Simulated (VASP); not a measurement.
Runs of VASP 6.6.1 on EuMo. Symmetry: Pm-3m, No. 221, cubic system. Conventional cell: a = 3.531 Å, b = 3.531 Å, c = 3.531 Å, α = 90.00°, β = 90.00°, γ = 90.00°. Around Eu (site symmetry m-3m) lie 8 Mo at 3.06 Å. Around Mo (site symmetry m-3m) lie 8 Eu at 3.06 Å. The cell was built by a generator and needn't be a form met in nature.

```tsv
task	level	spin	gap on the mesh (eV)	pressure (GPa)	moment (μB)
single point	r2SCAN	collinear, antiferromagnetic start	none	6.1	4.10
single point	r2SCAN	off	none	(a)	-
band structure	PBEsol	collinear, ferromagnetic start	-	-	(b)
single point	r2SCAN	collinear, ferromagnetic start	none	5.1	8.94
single point	r2SCAN	collinear, ferrimagnetic start	none	6.0	4.10
single point	r2SCAN	collinear, random start	none	6.0	4.10
```

Alike in all rows: potentials or basis VASP PAW PBE potentials, release 64 (Eu, Mo_sv); cell as given; k mesh 6 × 6 × 6; cutoff (eV) 520; smearing fermi-dirac 0.05 eV.

**Question.** Fill in the values left out.

**Answer.** (a) -8.1; (b) 5.64.

Caveats: the PAW data sets were made with another functional, which shifts forces and pressure a little; without U or exact exchange the open f shell lies at the Fermi level, which spoils levels, moments and volumes; spin-orbit coupling is left out, which moves the levels of the heavy elements (some runs).

A k mesh can miss the band edges, and the runs leave out spin-orbit coupling on Eu, Mo.

A gap of «none» marks a metal or a gap under the smearing width.
